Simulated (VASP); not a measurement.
An input for Ansatz (written as the equivalent of a VASP run, and not itself run):

Ansatz 0.2 input:
```yaml
crystal:
  lattice:
    - [0.0000000, 3.3552727, 3.3552727]
    - [3.3552727, 0.0000000, 3.3552727]
    - [3.3552727, 3.3552727, 0.0000000]
  atoms:
    - { symbol: Sr, position: [0.0000000, 0.0000000, 0.0000000] }
    - { symbol: Te, position: [0.5149019, 0.4850981, 0.4850981] }
kpoints:
  mp_grid: { grid: [6, 6, 6] }
hamiltonian:
  xc: r2scan
  pseudopotentials: { kind: paw }
scf:
  occupations: { method: gaussian, width: 0.05 }
  max_iter: 100
output: { forces: true, stress: true, eigenvalues: true }
```

### Question
Write the VASP files for the same calculation (r2SCAN).

### Answer
Several could match; the one computed here: 
### POSCAR
```
SrTe
1
    0.0000000000     3.3552726750     3.3552726750
    3.3552726750     0.0000000000     3.3552726750
    3.3552726750     3.3552726750     0.0000000000
Sr Te
1 1
Direct
  0.0000000000   0.0000000000   0.0000000000
  0.5149019185   0.4850980815   0.4850980815
```

INCAR:
```
ALGO = Normal
EDIFF = 1E-7
ENCUT = 480
ISIF = 2
ISMEAR = 0
LASPH = .TRUE.
LCHARG = .FALSE.
LMAXMIX = 4
LMIXTAU = .TRUE.
LREAL = .FALSE.
LWAVE = .FALSE.
METAGGA = R2SCAN
NELM = 100
PREC = Accurate
SIGMA = 0.05
SYSTEM = SrTe
```

### KPOINTS
```
Automatic
0
gamma
  6 6 6
```

POTCAR, in this order: Sr_sv Te (PBE.64 set). Program: vasp_std.

The two are equivalent in intent, not identical: each code has its own PAW files, so the cut-off isn't converted (ENCUT is set for VASP's; basis.ecutwfc is left out, and Ansatz then takes the one that its files recommend); Ansatz stops its SCF on the density residual and VASP on the energy change (EDIFF).

The compound is SrTe in the rock salt structure. This cell was strained or had an atom moved on purpose.
